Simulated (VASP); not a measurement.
```
CELL_PARAMETERS angstrom
      4.00745     0.00000     0.00000
      0.00000     4.00745     0.00000
      0.00000     0.00000     4.00745
ATOMIC_POSITIONS crystal
  Ta 0.00000 0.00000 0.00000
  Ru 0.00000 0.50000 0.50000
  Ru 0.50000 0.00000 0.50000
  Ru 0.50000 0.50000 0.00000
  C  0.50000 0.50000 0.50000
```

Calculation: PBEsol GGA, VASP's PBE PAW potentials (set 64) (plane waves; VASP). Numerical set-up: 520 eV cut-off, 9×9×9 Γ-centred mesh, tetrahedra with Blöchl corrections, potentials Ta_pv Ru_pv C.

Unless said otherwise, spin-orbit coupling is left out, though it shifts the bands of the heavy elements here.

### Question
Estimate the energy per atom (σ→0), band gap (on the k-mesh) with the smallest direct gap where there is one.

### Answer

| Quantity | Result |
|---|---|
| band gap (on the k-mesh) | none (metal, semimetal or under 0.01 eV) |
| energy per atom (σ→0) | -10.640 eV/atom |

Only differences to runs with the same potentials and settings are physical.

The structure comes from a computed database's TaRu3C entry (Pm-3m); how it stands against other phases isn't given here. It was relaxed first. The electron count is odd and the run is not spin-polarised, which forces a metal.
